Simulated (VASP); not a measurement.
All values below come from PBEsol GGA, VASP's PBE PAW potentials (set 64) (plane waves; VASP).

VASP ran on this input.

File POSCAR:
```
GaP
1
    0.0000000000     2.4716670619     2.4716670619
    2.4716670619    -0.0000000000     2.4716670619
    2.4716670619     2.4716670619     0.0000000000
Ga P
1 1
Direct
  0.0000000000   0.0000000000   0.0000000000
  0.2500000000   0.2500000000   0.2500000000
```

### KPOINTS
```
Automatic mesh
0
Gamma
9 9 9
0 0 0
```

INCAR:
```
SYSTEM = GaP
PREC = Accurate
ENCUT = 500
EDIFF = 1E-6
NELM = 100
ALGO = Normal
LREAL = .FALSE.
LASPH = .TRUE.
ISMEAR = 0
SIGMA = 0.05
GGA = PS
LMAXMIX = 4
LWAVE = .FALSE.
LCHARG = .FALSE.
IBRION = 2
ISIF = 3
NSW = 40
EDIFFG = -0.02
PSTRESS = 450
```

POTCAR, in this order: Ga_d P (PBE.64 set). Program: vasp_std.

Output of the run:

OSZICAR:
```
       N       E                     dE             d eps       ncg     rms          rms(c)
DAV:   1     0.799481637631E+02    0.79948E+02   -0.92920E+03   950   0.218E+03
DAV:   2    -0.346093721667E+01   -0.83409E+02   -0.80632E+02   970   0.338E+02
DAV:   3    -0.919658695587E+01   -0.57356E+01   -0.57058E+01  1163   0.760E+01
DAV:   4    -0.929200397729E+01   -0.95417E-01   -0.95373E-01  1070   0.104E+01
DAV:   5    -0.929405583892E+01   -0.20519E-02   -0.20517E-02  1179   0.134E+00    0.599E+00
DAV:   6    -0.892007219112E+01    0.37398E+00   -0.52267E-01  1425   0.206E+01    0.385E+00
DAV:   7    -0.883571300046E+01    0.84359E-01   -0.21779E-01  1279   0.480E+00    0.139E+00
DAV:   8    -0.883232794306E+01    0.33851E-02   -0.19900E-02  1085   0.244E+00    0.485E-01
DAV:   9    -0.883235361498E+01   -0.25672E-04   -0.17202E-03  1182   0.761E-01    0.823E-02
DAV:  10    -0.883230760626E+01    0.46009E-04   -0.11660E-04  1156   0.111E-01    0.309E-02
DAV:  11    -0.883232095602E+01   -0.13350E-04   -0.17375E-05  1005   0.507E-02    0.754E-03
DAV:  12    -0.883232092713E+01    0.28884E-07   -0.14464E-06   862   0.182E-02
   1 F= -.35025122E+00 E0= -.35025122E+00  d E =-.350251E+00
```

File OUTCAR:
```
------------------------ aborting loop because EDIFF is reached ----------------------------------------
  FORCE on cell =-STRESS in cart. coord.  units (eV):
  Direction    XX          YY          ZZ          XY          YZ          ZX
  --------------------------------------------------------------------------------------
  Total        8.4605390      8.4605390      8.4605390      0.0000000     -0.0000000      0.0000000
  in kB      448.8577305    448.8577305    448.8577305      0.0000000     -0.0000000      0.0000000
  external PRESSURE =      -1.1422695 kB  Pullay stress =     450.0000000 kB
  volume of cell :       30.20
      direct lattice vectors                 reciprocal lattice vectors
     0.000000000  2.471667062  2.471667062    -0.202292618  0.202292618  0.202292618
     2.471667062  0.000000000  2.471667062     0.202292618 -0.202292618  0.202292618
     2.471667062  2.471667062  0.000000000     0.202292618  0.202292618 -0.202292618
  FREE ENERGIE OF THE ION-ELECTRON SYSTEM (eV)
  ---------------------------------------------------
  free  energy   TOTEN  =        -8.8323209271 eV

  energy  without entropy=       -8.8323209271  energy(sigma->0) =       -8.83232093
  enthalpy is  TOTEN    =        -0.3502512186 eV   P V=        8.4820697085

 reached required accuracy - stopping structural energy minimisation
```
(Selected blocks of OUTCAR.)

The structure was generated: GaP was put into the zinc blende type (F-43m), which need not be its known phase. It was relaxed first under an external pressure of 45 GPa.
